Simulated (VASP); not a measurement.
Output of a VASP run:

File OUTCAR:
```
 ion  position               nearest neighbor table
   1  0.000  0.000  0.000-   2 2.80   2 2.80   2 2.80   2 2.80
   2  0.250  0.250  0.250-   1 2.80   1 2.80   1 2.80   1 2.80
  LATTYP: Found a face centered cubic cell.
 ALAT       =     6.4600000000
 Subroutine PRICEL returns:
 Original cell was already a primitive cell.
 Subroutine GETGRP returns: Found 24 space group operations
The static configuration has the point symmetry T_d .
The dynamic configuration has the point symmetry T_d .
 Subroutine INISYM returns: Found 24 space group operations
 Subroutine IBZKPT returns following result:
 Found     20 irreducible k-points:

 Following reciprocal coordinates:
            Coordinates               Weight
  0.000000  0.000000  0.000000      1.000000
  0.142857  0.000000  0.000000      8.000000
  0.285714  0.000000  0.000000      8.000000
  0.428571  0.000000  0.000000      8.000000
  0.142857  0.142857  0.000000      6.000000
  0.285714  0.142857  0.000000     24.000000
  0.428571  0.142857  0.000000     24.000000
 -0.428571  0.142857  0.000000     24.000000
 -0.285714  0.142857  0.000000     24.000000
 -0.142857  0.142857  0.000000     12.000000
  0.285714  0.285714  0.000000      6.000000
  0.428571  0.285714  0.000000     24.000000
 -0.428571  0.285714  0.000000     24.000000
 -0.285714  0.285714  0.000000     12.000000
  0.428571  0.428571  0.000000      6.000000
 -0.428571  0.428571  0.000000     12.000000
  0.428571  0.285714  0.142857     24.000000
 -0.428571  0.285714  0.142857     48.000000
 -0.428571  0.428571  0.142857     24.000000
 -0.285714  0.428571  0.142857     24.000000
   k-points           NKPTS =     20   k-points in BZ     NKDIM =     20   number of bands    NBANDS=     13
   number of dos      NEDOS =    301   number of ions     NIONS =      2
   total plane-waves  NPLWV =  46656
   dimension x,y,z NGX =    36 NGY =   36 NGZ =   36
   dimension x,y,z NGXF=    72 NGYF=   72 NGZF=   72
   ions per type =               1   1
   PREC   = accura    normal or accurate (medium, high low for compatibility)
   ISTART =      0    job   : 0-new  1-cont  2-samecut
   ICHARG =      2    charge: 1-file 2-atom 10-const
   ISPIN  =      1    spin polarized calculation?
   LNONCOLLINEAR =      F non collinear calculations
   LSORBIT =      F    spin-orbit coupling
   INIWAV =      1    electr: 0-lowe 1-rand  2-diag
   ENCUT  =  520.0 eV  38.22 Ry    6.18 a.u.   8.49  8.49  8.49*2*pi/ulx,y,z
   NELM   =    100;   NELMIN=  2; NELMDL= -5     # of ELM steps
   EDIFF  = 0.1E-05   stopping-criterion for ELM
   LREAL  =      F    real-space projection
   NLSPLINE    = F    spline interpolate recip. space projectors
   LMAXMIX     =    6 max onsite mixed and CHGCAR
   VOSKOWN=      0    Vosko Wilk Nusair interpolation
   EDIFFG = -.1E-01   stopping-criterion for IOM
   NSW    =     60    number of steps for IOM
   NBLOCK =      1;   KBLOCK =     60    inner block; outer block
   IBRION =      2    ionic relax: 0-MD 1-quasi-New 2-CG
   NFREE  =      1    steps in history (QN), initial steepest desc. (CG)
   ISIF   =      3    stress and relaxation
   ISYM   =      2    0-nonsym 1-usesym 2-fastsym
   TEIN   =    0.0    initial temperature
   TEBEG  =    0.0;   TEEND  =   0.0 temperature during run
   SMASS  =  -3.00    Nose mass-parameter (am)
   PSTRESS=    0.0 pullay stress
   NELECT =      18.0000    total number of electrons
   EFERMI =   0.00;   METHOD = LEGACY
   ISMEAR =     0;   SIGMA  =   0.05  broadening in eV -4-tet -1-fermi 0-gaus
   IALGO  =     38    algorithm
   LDIAG  =      T    sub-space diagonalisation (order eigenvalues)
   IMIX   =      4    mixing-type and parameters
     AMIX     =   0.40;   BMIX     =  1.00
     AMIX_MAG =   1.60;   BMIX_MAG =  1.00
     AMIN     =   0.10
   GGA     = PS    functional components
   VOSKOWN =     0    Vosko Wilk Nusair interpolation
   LHFCALC =     F    Hartree Fock is set to
   LHFONE  =     F    Hartree Fock one center treatment
...
```

OSZICAR:
```
       N       E                     dE             d eps       ncg     rms          rms(c)
DAV:   1     0.109117933857E+03    0.10912E+03   -0.83321E+03   520   0.121E+03
DAV:   2    -0.142046444218E+00   -0.10926E+03   -0.10393E+03   575   0.266E+02
DAV:   3    -0.455987374078E+01   -0.44178E+01   -0.43983E+01   615   0.562E+01
DAV:   4    -0.460222126503E+01   -0.42348E-01   -0.42340E-01   708   0.511E+00
DAV:   5    -0.460248946593E+01   -0.26820E-03   -0.26820E-03   623   0.338E-01    0.798E+00
DAV:   6    -0.437767768559E+01    0.22481E+00   -0.55617E-01   600   0.113E+01    0.634E+00
DAV:   7    -0.436732949587E+01    0.10348E-01   -0.11587E-01   580   0.273E+00    0.232E+00
DAV:   8    -0.436530482222E+01    0.20247E-02   -0.12009E-02   535   0.150E+00    0.656E-01
DAV:   9    -0.436506750315E+01    0.23732E-03   -0.82251E-04   620   0.360E-01    0.144E-01
DAV:  10    -0.436507446304E+01   -0.69599E-05   -0.83882E-05   618   0.962E-02    0.562E-02
DAV:  11    -0.436508177524E+01   -0.73122E-05   -0.26050E-05   575   0.501E-02    0.352E-02
DAV:  12    -0.436508022544E+01    0.15498E-05   -0.45595E-06   585   0.218E-02    0.167E-02
DAV:  13    -0.436508020085E+01    0.24594E-07   -0.31701E-07   285   0.397E-03
   1 F= -.43650802E+01 E0= -.43649678E+01  d E =-.436508E+01
       N       E                     dE             d eps       ncg     rms          rms(c)
DAV:   1    -0.457039657743E+01   -0.20532E+00   -0.41352E+00   565   0.256E+01    0.379E+00
DAV:   2    -0.439357674323E+01    0.17682E+00   -0.44647E-01   550   0.996E+00    0.129E+00
DAV:   3    -0.437445389062E+01    0.19123E-01   -0.49366E-02   560   0.228E+00    0.124E+00
DAV:   4    -0.437099887719E+01    0.34550E-02   -0.58588E-03   555   0.566E-01    0.253E-01
DAV:   5    -0.437068311046E+01    0.31577E-03   -0.93186E-04   583   0.373E-01    0.178E-01
DAV:   6    -0.437068501094E+01   -0.19005E-05   -0.13813E-04   545   0.109E-01    0.670E-02
DAV:   7    -0.437067582149E+01    0.91894E-05   -0.61335E-05   620   0.102E-01    0.100E-02
DAV:   8    -0.437067808169E+01   -0.22602E-05   -0.68536E-06   555   0.257E-02    0.659E-03
DAV:   9    -0.437067829243E+01   -0.21074E-06   -0.52587E-07   448   0.460E-03
   2 F= -.43706783E+01 E0= -.43705659E+01  d E =-.559809E-02
       N       E                     dE             d eps       ncg     rms          rms(c)
DAV:   1    -0.438552524325E+01   -0.14847E-01   -0.28468E-01   565   0.660E+00    0.870E-01
DAV:   2    -0.437286779513E+01    0.12657E-01   -0.33476E-02   550   0.278E+00    0.286E-01
DAV:   3    -0.437164291418E+01    0.12249E-02   -0.37025E-03   540   0.594E-01    0.277E-01
DAV:   4    -0.437146918454E+01    0.17373E-03   -0.43188E-04   560   0.183E-01    0.431E-02
DAV:   5    -0.437145373941E+01    0.15445E-04   -0.68255E-05   563   0.108E-01    0.422E-02
DAV:   6    -0.437145583278E+01   -0.20934E-05   -0.12926E-05   555   0.367E-02    0.158E-02
DAV:   7    -0.437145496773E+01    0.86505E-06   -0.35260E-06   490   0.250E-02
   3 F= -.43714550E+01 E0= -.43713425E+01  d E =-.637477E-02
```

**OUTCAR**
```
------------------------ aborting loop because EDIFF is reached ----------------------------------------
  FORCE on cell =-STRESS in cart. coord.  units (eV):
  Direction    XX          YY          ZZ          XY          YZ          ZX
  --------------------------------------------------------------------------------------
  Total       -0.0022142     -0.0022142     -0.0022142     -0.0000000      0.0000000      0.0000000
  in kB       -0.0512785     -0.0512785     -0.0512785     -0.0000000      0.0000000      0.0000000
  external PRESSURE =      -0.0512785 kB  Pullay stress =       0.0000000 kB
  volume of cell :       69.18
      direct lattice vectors                 reciprocal lattice vectors
     0.000000000  3.258294984  3.258294984    -0.153454492  0.153454492  0.153454492
     3.258294984 -0.000000000  3.258294984     0.153454492 -0.153454492  0.153454492
     3.258294984  3.258294984  0.000000000     0.153454492  0.153454492 -0.153454492
 POSITION                                       TOTAL-FORCE (eV/Angst)
 -----------------------------------------------------------------------------------
      0.00000      0.00000      0.00000        -0.000000      0.000000     -0.000000
      1.62915      1.62915      1.62915         0.000000     -0.000000      0.000000
 -----------------------------------------------------------------------------------
    total drift:                               -0.000000     -0.000000     -0.000000
  FREE ENERGIE OF THE ION-ELECTRON SYSTEM (eV)
  ---------------------------------------------------
  free  energy   TOTEN  =        -4.3714549677 eV

  energy  without entropy=       -4.3712300955  energy(sigma->0) =       -4.37134253

 reached required accuracy - stopping structural energy minimisation
```
(Selected blocks of OUTCAR.)

POSCAR:
```
HgTe
1
    0.0000000000     3.2300000000     3.2300000000
    3.2300000000     0.0000000000     3.2300000000
    3.2300000000     3.2300000000     0.0000000000
Hg Te
1 1
Direct
  0.0000000000   0.0000000000   0.0000000000
  0.2500000000   0.2500000000   0.2500000000
```

Problem. Reconstruct the remaining input files.

Solution. Several could match; the one computed here: the input of the run itself, PBEsol GGA, plane waves, VASP's PBE PAW potentials (set 64).

**KPOINTS**
```
kpoints
0
gamma
 7 7 7
0 0 0
```

### INCAR
```
SYSTEM  =  HgTe
PREC  =  Accurate; ENCUT  =  520; LREAL  =  .FALSE.
LASPH  =  .TRUE.
EDIFF  =  1E-6; NELM  =  100; ALGO  =  Normal
LMAXMIX  =  6
ISMEAR  =  0; SIGMA  =  0.05
GGA  =  PS
IBRION  =  2; NSW  =  60; ISIF  =  3
EDIFFG  =  -0.01
LWAVE  =  .FALSE.; LCHARG  =  .FALSE.
```

POTCAR, in this order: Hg Te (PBE.64 set). Program: vasp_std.

Energy and stress use the plane-wave basis of the starting cell.

The compound is HgTe in the zinc blende structure. This run relaxes it. Symmetry was kept, so distortions that lower it aren't found.
